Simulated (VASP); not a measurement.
Input:

```
TiN
1.0
    0.00000     2.12000     2.12000
    2.12000     0.00000     2.12000
    2.12000     2.12000     0.00000
Ti N
1 1
Direct
  0.00000   0.00000   0.00000
  0.50000   0.50000   0.50000
```

Computed with revTPSS meta-GGA, VASP's PBE PAW potentials (set 64) (plane waves; VASP). Run with 520 eV cut-off, 17×17×17 Γ-centred mesh, tetrahedra with Blöchl corrections, potentials Ti_sv N.

Question: Give the energies of bands 6 to 11 at the high-symmetry points, in eV from the Fermi level.

Answer: 
```
band      Γ      X      U      L      W
----  -----  -----  -----  -----  -----
6     -2.08  -6.01  -5.95  -8.25  -5.64
7     -2.08  -3.31  -5.89  -5.55  -5.64
8     -2.08  -3.31  -4.53  -5.55  -5.43
9     -0.64  -3.19  -0.50   1.73   0.93
10    -0.64   1.80   2.02   1.73   0.93
11    -0.64   2.43   2.36   2.42   2.44
```

It has no gap at this level: it comes out as a metal or semimetal.

The compound is TiN in the rock salt structure. The cell was not relaxed at this level. The electron count is odd and the run is not spin-polarised, which forces a metal.
